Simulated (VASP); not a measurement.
Data:

```yaml
crystal:
  lattice:
    - [0.00000, 3.06225, 3.06225]
    - [3.06225, 0.00000, 3.06225]
    - [3.06225, 3.06225, 0.00000]
  atoms:
    - { symbol: Cd, position: [0.00000, 0.00000, 0.00000] }
    - { symbol: Se, position: [0.25000, 0.25000, 0.25000] }
```

All values below come from PBE GGA with D4 dispersion, VASP's PBE PAW potentials (set 64) (plane waves; VASP). Run with 520 eV cut-off, 8×8×8 Γ-centred mesh, tetrahedra with Blöchl corrections, potentials Cd Se.

Tabulate the total density of states (states/eV per cell) against energy (eV; zero at the valence-band maximum or, without a gap, the Fermi level).

(E (eV), DOS (states/eV)): (-9.97, 0.00); (-9.85, 0.00); (-9.61, 0.00); (-9.49, 0.00); (-9.25, 0.00); (-9.13, 0.00); (-8.89, 0.00); (-8.77, 0.00); (-8.53, 0.00); (-8.41, 0.00); (-8.17, 0.00); (-8.05, 0.00); (-7.81, 13.0); (-7.69, 22.8); (-7.45, 18.0); (-7.33, 3.12); (-7.09, 3.57); (-6.97, 0.00); (-6.73, 0.00); (-6.61, 0.00); (-6.37, 0.00); (-6.25, 0.00); (-6.01, 0.00); (-5.89, 0.00); (-5.65, 0.00); (-5.53, 0.00); (-5.29, 0.00); (-5.17, 0.00); (-5.05, 0.00); (-4.81, 0.00); (-4.69, 0.00); (-4.45, 0.00); (-4.33, 0.00); (-4.09, 0.68); (-3.97, 2.55); (-3.73, 1.93); (-3.61, 1.08); (-3.37, 0.74); (-3.25, 0.63); (-3.01, 0.41); (-2.89, 0.34); (-2.65, 0.29); (-2.53, 0.27); (-2.29, 1.71); (-2.17, 1.86); (-1.93, 2.03); (-1.81, 1.87); (-1.57, 2.51); (-1.45, 2.42); (-1.21, 2.37); (-1.09, 2.42); (-0.85, 2.32); (-0.73, 1.98); (-0.61, 1.43); (-0.37, 0.76); (-0.25, 0.52); (-0.01, 0.03); (0.11, 0.00); (0.35, 0.00); (0.47, 0.00); (0.71, 0.00); (0.83, 0.00); (1.07, 0.01); (1.19, 0.01); (1.43, 0.03); (1.55, 0.03); (1.79, 0.07); (1.91, 0.09); (2.15, 0.14); (2.27, 0.16); (2.51, 0.36); (2.63, 0.48); (2.87, 0.69); (2.99, 0.74); (3.23, 0.81); (3.35, 0.99); (3.59, 1.50); (3.71, 1.71); (3.95, 1.55); (4.07, 1.42)
Within 2 eV below the valence-band maximum the largest weight inside VASP's projection spheres is Se p.

The compound is CdSe in the zinc blende structure, whereas wurtzite is the usual form. It was relaxed first.
